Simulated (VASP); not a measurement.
Consider the following.

```yaml
crystal:
  lattice:
    - [-2.24369, 2.24369, 2.24369]
    - [2.24369, -2.24369, 2.24369]
    - [2.24369, 2.24369, -2.24369]
  atoms:
    - { symbol: Eu, position: [0.00000, 0.00000, 0.00000] }
```

The numbers are results of vdW-DF2, VASP's PBE PAW potentials (set 64) (plane waves; VASP 6.6.1), not measurements. Numerical set-up: 520 eV cut-off, Gaussian smearing of 0.050 eV, potentials Eu_2.

The 4f electrons are frozen in the core of the lanthanide potential, so 4f levels, which can set the real gap, and their magnetism are missing.

Predict the band gap (along the path) with the smallest direct gap where there is one.

- band gap (along the path) = none (metal, semimetal or under 0.01 eV)

The absolute energy has meaning only against runs of the same code, potentials and settings.

The compound is Eu in the bcc structure. It was relaxed first, which changed the volume by -6 %.
